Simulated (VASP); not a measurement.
Consider the following.

```xyz
5
Lattice="5.5281 0.0000 0.0000 0.0000 5.5281 0.0000 0.0000 0.0000 5.5281" Properties=species:S:1:pos:R:3 pbc="T T T"
Cs     0.0000     0.0000     0.0000
Pb     2.7641     2.7641     2.7641
Cl     2.7641     0.0000     2.7641
Cl     0.0000     2.7641     2.7641
Cl     2.7641     2.7641     0.0000
```

Computed with LDA (Ceperley-Alder, Perdew-Zunger), VASP's LDA PAW potentials (set 64) (plane waves; VASP 6.6.1). Numerical set-up: 520 eV cut-off, 5×5×5 Γ-centred mesh, tetrahedra with Blöchl corrections, potentials Cs_sv Pb_d Cl.

Problem. Predict the energy per atom (σ→0).

Solution. 
* **energy per atom (σ→0)**: -3.888 eV/atom

The compound is CsPbCl3 in the cubic perovskite structure, the ideal cubic form; the compound distorts at low or room temperature. It was relaxed first.
